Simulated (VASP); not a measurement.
Output of a VASP run:

OUTCAR:
```
 ion  position               nearest neighbor table
   1  0.000  0.000  0.000-
  LATTYP: Found a body centered cubic cell.
 ALAT       =     5.5748768666
 Subroutine PRICEL returns:
 Original cell was already a primitive cell.
 Subroutine GETGRP returns: Found 48 space group operations
The static configuration has the point symmetry O_h .
The dynamic configuration has the point symmetry O_h .
 Subroutine INISYM returns: Found 48 space group operations
 Subroutine IBZKPT returns following result:
 Found     29 irreducible k-points:

 Following reciprocal coordinates:
            Coordinates               Weight
  0.000000  0.000000  0.000000      1.000000
  0.125000  0.000000  0.000000     12.000000
  0.250000  0.000000  0.000000     12.000000
  0.375000  0.000000  0.000000     12.000000
  0.500000  0.000000  0.000000      6.000000
  0.125000  0.125000  0.000000     24.000000
  0.250000  0.125000  0.000000     48.000000
  0.375000  0.125000  0.000000     48.000000
  0.250000  0.250000  0.000000     24.000000
  0.375000  0.250000  0.000000     24.000000
  0.125000  0.125000  0.125000      8.000000
  0.250000  0.125000  0.125000     24.000000
  0.375000  0.125000  0.125000     12.000000
 -0.125000  0.125000  0.125000      6.000000
  0.250000  0.250000  0.125000     24.000000
 -0.250000  0.250000  0.125000     24.000000
 -0.375000  0.375000  0.125000     24.000000
 -0.250000  0.375000  0.125000     24.000000
  0.500000  0.500000  0.125000     12.000000
 -0.375000  0.500000  0.125000     48.000000
 -0.375000 -0.375000  0.125000      8.000000
  0.250000  0.250000  0.250000      2.000000
 -0.250000  0.250000  0.250000      6.000000
 -0.375000  0.375000  0.250000     24.000000
  0.500000  0.500000  0.250000     12.000000
 -0.375000  0.500000  0.250000     24.000000
 -0.375000  0.375000  0.375000      6.000000
  0.500000  0.500000  0.375000     12.000000
  0.500000  0.500000  0.500000      1.000000
   k-points           NKPTS =     29   k-points in BZ     NKDIM =     29   number of bands    NBANDS=      8
   number of dos      NEDOS =    301   number of ions     NIONS =      1
   total plane-waves  NPLWV =  46656
   dimension x,y,z NGX =    36 NGY =   36 NGZ =   36
   dimension x,y,z NGXF=    72 NGYF=   72 NGZF=   72
   ions per type =               1
   PREC   = accura    normal or accurate (medium, high low for compatibility)
   ISTART =      0    job   : 0-new  1-cont  2-samecut
   ICHARG =      2    charge: 1-file 2-atom 10-const
   ISPIN  =      1    spin polarized calculation?
   LNONCOLLINEAR =      F non collinear calculations
   LSORBIT =      F    spin-orbit coupling
   INIWAV =      1    electr: 0-lowe 1-rand  2-diag
   ENCUT  =  480.0 eV  35.28 Ry    5.94 a.u.   8.62  8.62  8.62*2*pi/ulx,y,z
   NELM   =    100;   NELMIN=  2; NELMDL= -5     # of ELM steps
   EDIFF  = 0.1E-06   stopping-criterion for ELM
   LREAL  =      F    real-space projection
   NLSPLINE    = F    spline interpolate recip. space projectors
   LMAXMIX     =    4 max onsite mixed and CHGCAR
   VOSKOWN=      0    Vosko Wilk Nusair interpolation
   EDIFFG = 0.1E-05   stopping-criterion for IOM
   NSW    =      0    number of steps for IOM
   NBLOCK =      1;   KBLOCK =      1    inner block; outer block
   IBRION =     -1    ionic relax: 0-MD 1-quasi-New 2-CG
   NFREE  =      0    steps in history (QN), initial steepest desc. (CG)
   ISIF   =      2    stress and relaxation
   ISYM   =      2    0-nonsym 1-usesym 2-fastsym
   TEIN   =    0.0    initial temperature
   TEBEG  =    0.0;   TEEND  =   0.0 temperature during run
   SMASS  =  -3.00    Nose mass-parameter (am)
   PSTRESS=    0.0 pullay stress
   NELECT =       9.0000    total number of electrons
   EFERMI =   0.00;   METHOD = LEGACY
   ISMEAR =     1;   SIGMA  =   0.10  broadening in eV -4-tet -1-fermi 0-gaus
   IALGO  =     38    algorithm
   LDIAG  =      T    sub-space diagonalisation (order eigenvalues)
...
```

OSZICAR:
```
       N       E                     dE             d eps       ncg     rms          rms(c)
DAV:   1     0.467090242013E+02    0.46709E+02   -0.33699E+03   464   0.791E+02
DAV:   2     0.163192848846E+01   -0.45077E+02   -0.44393E+02   520   0.139E+02
DAV:   3    -0.936219035768E+00   -0.25681E+01   -0.25471E+01   576   0.393E+01
DAV:   4    -0.101734442221E+01   -0.81125E-01   -0.81127E-01   768   0.575E+00
DAV:   5    -0.101798745221E+01   -0.64303E-03   -0.64303E-03   664   0.407E-01    0.119E+00
DAV:   6    -0.101743885343E+01    0.54860E-03   -0.23845E-03   752   0.324E-01    0.724E-01
DAV:   7    -0.101763978758E+01   -0.20093E-03   -0.41090E-03   632   0.431E-01    0.552E-02
DAV:   8    -0.101771385259E+01   -0.74065E-04   -0.14574E-04   672   0.130E-01    0.171E-02
DAV:   9    -0.101772042797E+01   -0.65754E-05   -0.63277E-06   720   0.234E-02    0.465E-03
DAV:  10    -0.101772008895E+01    0.33902E-06   -0.29618E-06   696   0.115E-02    0.571E-04
DAV:  11    -0.101772010480E+01   -0.15854E-07   -0.69834E-08   592   0.212E-03
   1 F= -.10177201E+01 E0= -.10172177E+01  d E =-.150721E-02
```

### OUTCAR
```
------------------------ aborting loop because EDIFF is reached ----------------------------------------
  FORCE on cell =-STRESS in cart. coord.  units (eV):
  Direction    XX          YY          ZZ          XY          YZ          ZX
  --------------------------------------------------------------------------------------
  Total       -0.0005815     -0.0005815     -0.0005815      0.0000000      0.0000000      0.0000000
  in kB       -0.0107543     -0.0107543     -0.0107543      0.0000000      0.0000000      0.0000000
  external PRESSURE =      -0.0107543 kB  Pullay stress =       0.0000000 kB
  volume of cell :       86.63
      direct lattice vectors                 reciprocal lattice vectors
    -2.787438433  2.787438433  2.787438433     0.000000000  0.179376159  0.179376159
     2.787438433 -2.787438433  2.787438433     0.179376159  0.000000000  0.179376159
     2.787438433  2.787438433 -2.787438433     0.179376159  0.179376159  0.000000000
 POSITION                                       TOTAL-FORCE (eV/Angst)
 -----------------------------------------------------------------------------------
      0.00000      0.00000      0.00000         0.000000      0.000000      0.000000
 -----------------------------------------------------------------------------------
    total drift:                               -0.000000     -0.000000      0.000000
  FREE ENERGIE OF THE ION-ELECTRON SYSTEM (eV)
  ---------------------------------------------------
  free  energy   TOTEN  =        -1.0177201048 eV

  energy  without entropy=       -1.0162128971  energy(sigma->0) =       -1.01721770
```
(Selected blocks of OUTCAR.)

### POSCAR
```
Rb
1
   -2.7874384333     2.7874384333     2.7874384333
    2.7874384333    -2.7874384333     2.7874384333
    2.7874384333     2.7874384333    -2.7874384333
Rb
1
Direct
  0.0000000000   0.0000000000   0.0000000000
```

Problem. Reconstruct the remaining input files.

Solution. Several could match; the one computed here: the input of the run itself, PBEsol GGA, plane waves, VASP's PBE PAW potentials (set 64).

KPOINTS:
```
Automatic mesh
0
Gamma
8 8 8
0 0 0
```

**INCAR**
```
ALGO=Normal
EDIFF=1E-7
ENCUT=480
GGA=PS
ISIF=2
ISMEAR=1
LASPH=.TRUE.
LCHARG=.FALSE.
LMAXMIX=4
LREAL=.FALSE.
LWAVE=.FALSE.
NELM=100
PREC=Accurate
SIGMA=0.1
SYSTEM=Rb
```

POTCAR, in this order: Rb_sv (PBE.64 set). Program: vasp_std.

The compound is Rb in the bcc structure. It was relaxed first.
